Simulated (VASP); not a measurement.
TePb:

```xyz
2
Lattice="0.0000 3.2310 3.2310 3.2310 0.0000 3.2310 3.2310 3.2310 0.0000" Properties=species:S:1:pos:R:3 pbc="T T T"
Te    3.2310    3.2310    3.2310
Pb    0.0000    0.0000    0.0000
```

| Quantity | Value |
| --- | --- |
| Program | VASP 6.6.1 |
| Task | relaxation of cell and atoms |
| Functional | LDA |
| Potentials or basis | VASP PAW LDA potentials, release 64 (Te, Pb_d) |
| Cutoff | 600 eV |
| k mesh | 8 × 8 × 8 |
| Occupations | gaussian, width 0.02 eV |
| Spin | no spin polarisation |

At the start: pressure -1.6 GPa; volume 33.73 Å³/atom.

Where does the relaxation end?

Over 3 steps the energy falls by 6.2 meV/atom and the volume is 32.55 Å³/atom (-3.5 %); space group Fm-3m (No. 225, to 0.05 Å).

Step by step:
| step | energy change (eV) | largest force (eV/Å) | pressure (GPa) | volume (Å³) |
| --- | --- | --- | --- | --- |
| 1 | 0.0000 | 0.0000 | -1.62 | 67.46 |
| 2 | -0.0103 | 0.0000 | 0.72 | 64.18 |
| 3 | -0.0123 | 0.0000 | 0.00 | 65.10 |

Final structure:
```cif
data_structure
_symmetry_space_group_name_H-M 'P 1'
_symmetry_Int_Tables_number 1
_cell_length_a 4.5153
_cell_length_b 4.5153
_cell_length_c 4.5153
_cell_angle_alpha 60.000
_cell_angle_beta 60.000
_cell_angle_gamma 60.000
_cell_volume 65.10
loop_
_atom_site_label
_atom_site_type_symbol
_atom_site_fract_x
_atom_site_fract_y
_atom_site_fract_z
_atom_site_occupancy
Te1 Te 0.50000 0.50000 0.50000 1
Pb1 Pb 0.00000 0.00000 0.00000 1
```
